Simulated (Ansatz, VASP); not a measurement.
**Code comparison for YTi2Ga4 (I4/mmm, 7 atoms in the cell)**

Self-consistent single point.

```
CELL_PARAMETERS angstrom
     -3.39292     3.39292     2.74046
      3.39292    -3.39292     2.74046
      3.39292     3.39292    -2.74046
ATOMIC_POSITIONS crystal
  Y  0.00000 0.00000 0.00000
  Ti 0.75000 0.25000 0.50000
  Ti 0.25000 0.75000 0.50000
  Ga 0.30349 0.69651 0.00000
  Ga 0.69651 0.30349 0.00000
  Ga 0.69651 0.69651 0.39302
  Ga 0.30349 0.30349 0.60698
```

Shared settings, as Ansatz (a program for electronic structure) writes them: kpoints.mp_grid.grid = 5 5 5; magnetization.spin_orbit = true; scf.occupations.method = gaussian; scf.occupations.width = 0.136 eV. Potentials and cutoffs stand in the table.

```tsv
code	model	pressure (GPa)	largest force (eV/Å)	cutoff
Ansatz	PBEsol with spin-orbit coupling, PAW files made with PBE	-4.86	0.049	default
VASP	PBEsol, spin-orbit coupling, VASP's PBE PAW potentials (set 64)	-4.98	0.049	300 eV
```

The spread over the programs that give each value: pressure within 0.12 GPa; largest force within 0.000 eV/Å.

Ansatz's pressure is given at a fixed set of plane waves, as the other plane-wave codes print theirs; with its correction for the finite basis it is -4.82 GPa.

VASP's run is marked for a possible Pulay error in its stress at this cutoff; no cutoff test was made.

The starting cell comes from a database of computed structures (which also holds hypothetical and non-ambient phases and stackings), without a prior relaxation at this level. Its lattice was rescaled by a random factor within 2.5 % of one.

Left out of this page: Elk (not drawn, or without a comparable value).

Keys are those of Ansatz 0.2.
